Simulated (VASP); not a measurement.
VASP ran on this input.

INCAR:
```
LCHARG = .FALSE.
EDIFF = 1E-6
SIGMA = 0.1   # width (eV)
LREAL = .FALSE.
ISIF = 3   # ions, shape and volume
IBRION = 2   # conjugate gradients
ISMEAR = 1   # Methfessel-Paxton
ALGO = Normal   # blocked Davidson
PREC = Accurate
LMAXMIX = 4   # l cut-off of mixed one-centre charges
ENCUT = 400
NSW = 60   # most ionic steps
SYSTEM = BiSe
LASPH = .TRUE.   # aspherical one-centre terms
NELM = 100
EDIFFG = -0.01
GGA = PS
LWAVE = .FALSE.
```

### POSCAR
```
BiSe
1.0
  0.0000000000   3.0299648948   3.0299648948
  3.0299648948   0.0000000000   3.0299648948
  3.0299648948   3.0299648948   0.0000000000
Bi Se
1 1
Cart
  0.0000000000   0.0000000000   0.0000000000
  3.0299648948   3.0299648948   3.0299648948
```

**KPOINTS**
```
Automatic
0
gamma
9 9 9
```

POTCAR, in this order: Bi_d Se (PBE.64 set). Program: vasp_std.

Question: Write an equivalent input for Ansatz.

Answer: One equivalent input (not run):
Ansatz 0.2 input:
```yaml
crystal:
  lattice:
    - [0.0000000, 3.0299649, 3.0299649]
    - [3.0299649, 0.0000000, 3.0299649]
    - [3.0299649, 3.0299649, 0.0000000]
  atoms:
    - { symbol: Bi, position: [0.0000000, 0.0000000, 0.0000000] }
    - { symbol: Se, position: [0.5000000, 0.5000000, 0.5000000] }
kpoints:
  mp_grid: { grid: [9, 9, 9] }
hamiltonian:
  xc: pbesol
  pseudopotentials: { kind: paw }
scf:
  occupations: { method: methfessel_paxton, width: 0.1 }
  max_iter: 100
relax:
  max_steps: 60
  f_tol: 0.01
  cell: {}
output: { forces: true, stress: true, eigenvalues: true }
```
The two are equivalent in intent, not identical: each code has its own PAW files, so the cut-off isn't converted (ENCUT is set for VASP's; basis.ecutwfc is left out, and Ansatz then takes the one that its files recommend); Ansatz stops its SCF on the density residual and VASP on the energy change (EDIFF).

The structure comes from a measured BiSe entry (Fm-3m) of the Crystallography Open Database, whose conditions weren't checked. This run relaxes it. Symmetry was kept, so distortions that lower it aren't found. The start is the result of an earlier pass.
